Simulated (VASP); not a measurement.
These are LDA (Ceperley-Alder, Perdew-Zunger), VASP's LDA PAW potentials (set 64) (plane waves; VASP 6.6.1) values and carry that method's errors.

Input for VASP

File KPOINTS:
```
Regular mesh
0
Gamma
 3 3 3
0 0 0
```

### POSCAR
```
Be2Si
1
    5.4137220000     0.0000000000     0.0000000000
    0.0000000000     5.4137220000     0.0000000000
    0.0000000000     0.0000000000     5.4137220000
Be Si
4 2
Direct
  0.7500000000   0.7500000000   0.7500000000
  0.7500000000   0.2500000000   0.2500000000
  0.2500000000   0.7500000000   0.2500000000
  0.2500000000   0.2500000000   0.7500000000
  0.0000000000   0.0000000000   0.0000000000
  0.5000000000   0.5000000000   0.5000000000
```

**INCAR**
```
# general
SYSTEM  =  Be2Si
PREC    =  Accurate
ENCUT   =  300
LREAL   =  .FALSE.
LASPH   =  .TRUE.

# electronic loop
EDIFF   =  1E-6
NELM    =  100
ALGO    =  Normal

# smearing
ISMEAR  =  0
SIGMA   =  0.136

# ions
ISIF    =  2

# output
LWAVE   =  .FALSE.
LCHARG  =  .FALSE.
```

POTCAR, in this order: Be Si (LDA.64 set). Program: vasp_std.

At this cut-off the stress carries a Pulay error, which pulls relaxed volumes low.

Q: Predict the energy per atom (σ→0), pressure, band gap (on the k-mesh).

A: 
```json
{
  "energy per atom (σ→0)": "-335.0 kJ/mol-atom",
  "band gap (on the k-mesh)": "0.76 eV",
  "pressure": "-9.33 GPa"
}
```

### OSZICAR
```
...
DAV:   7    -0.208457062125E+02    0.21558E+00   -0.70746E-01   116   0.367E+00    0.113E+00
DAV:   8    -0.208340801181E+02    0.11626E-01   -0.70447E-02   112   0.133E+00    0.167E-01
DAV:   9    -0.208339970773E+02    0.83041E-04   -0.41754E-03   108   0.326E-01    0.103E-01
DAV:  10    -0.208340681511E+02   -0.71074E-04   -0.82759E-04    96   0.141E-01    0.430E-02
DAV:  11    -0.208340140813E+02    0.54070E-04   -0.12835E-04   112   0.609E-02    0.122E-02
DAV:  12    -0.208340135744E+02    0.50688E-06   -0.34123E-05   116   0.262E-02    0.401E-03
DAV:  13    -0.208340128106E+02    0.76382E-06   -0.38717E-06    88   0.969E-03
   1 F= -.20834013E+02 E0= -.20834009E+02  d E =-.685719E-05
```

The structure was generated: Be2Si was put into an ordered model structure, which need not be its known phase. The cell was not relaxed at this level. The run is one of a series of settings (GGA removed, POTCAR Be Si (LDA.64 set) against the base run), some of them coarse on purpose.
